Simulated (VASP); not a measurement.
OSZICAR of a VASP run on TiSi₂ (space group Fddd):

File OSZICAR:
```
       N       E                     dE             d eps       ncg     rms          rms(c)
DAV:   1     0.298930916893E+03    0.29893E+03   -0.14381E+04   864   0.123E+03
DAV:   2    -0.475946334084E+01   -0.30369E+03   -0.30022E+03   912   0.397E+02
DAV:   3    -0.421154984211E+02   -0.37356E+02   -0.36728E+02  1616   0.118E+02
DAV:   4    -0.442770632514E+02   -0.21616E+01   -0.21576E+01  1088   0.262E+01
DAV:   5    -0.444150402367E+02   -0.13798E+00   -0.13796E+00  1408   0.598E+00    0.181E+01
DAV:   6    -0.414762621046E+02    0.29388E+01   -0.44532E+01  1224   0.478E+01    0.697E+00
DAV:   7    -0.408351373757E+02    0.64112E+00   -0.88223E+00  1184   0.208E+01    0.483E+00
DAV:   8    -0.407648764710E+02    0.70261E-01   -0.87649E-01  1200   0.737E+00    0.117E+00
DAV:   9    -0.407506211487E+02    0.14255E-01   -0.17741E-01  1224   0.345E+00    0.440E-01
DAV:  10    -0.407504789776E+02    0.14217E-03   -0.44395E-03  1144   0.484E-01    0.150E-01
DAV:  11    -0.407504082945E+02    0.70683E-04   -0.22565E-03  1224   0.346E-01    0.933E-02
DAV:  12    -0.407503745383E+02    0.33756E-04   -0.53331E-04  1264   0.171E-01    0.138E-02
DAV:  13    -0.407503749920E+02   -0.45375E-06   -0.30678E-05  1232   0.470E-02    0.856E-03
DAV:  14    -0.407503725420E+02    0.24501E-05   -0.70142E-07   824   0.652E-03    0.311E-03
DAV:  15    -0.407503716753E+02    0.86672E-06   -0.65151E-07   760   0.538E-03
   1 F= -.40750372E+02 E0= -.40716504E+02  d E =-.677344E-01
```

### Question
Which electronic solver shows in the log?

### Answer
It is blocked Davidson (ALGO = Normal, or the opening steps of other solvers). The INCAR had ALGO = Normal.

### Question
Can the final energy be trusted as converged?

### Answer
The calculation finished and met its thresholds. It stopped with EDIFF = 1E-6, NELM = 100 (PBE GGA, plane waves, VASP's PBE PAW potentials (set 64)).

The structure comes from a computed database's TiSi2 entry; how it stands against other phases isn't given here. The cell was not relaxed at this level. The k-mesh is coarse (spacing up to 0.42 per Å, 2π included), so the numbers may not be converged in it. The run is one of a series of settings (KPOINTS 4×4×4 Γ-centred mesh against the base run), some of them coarse on purpose.
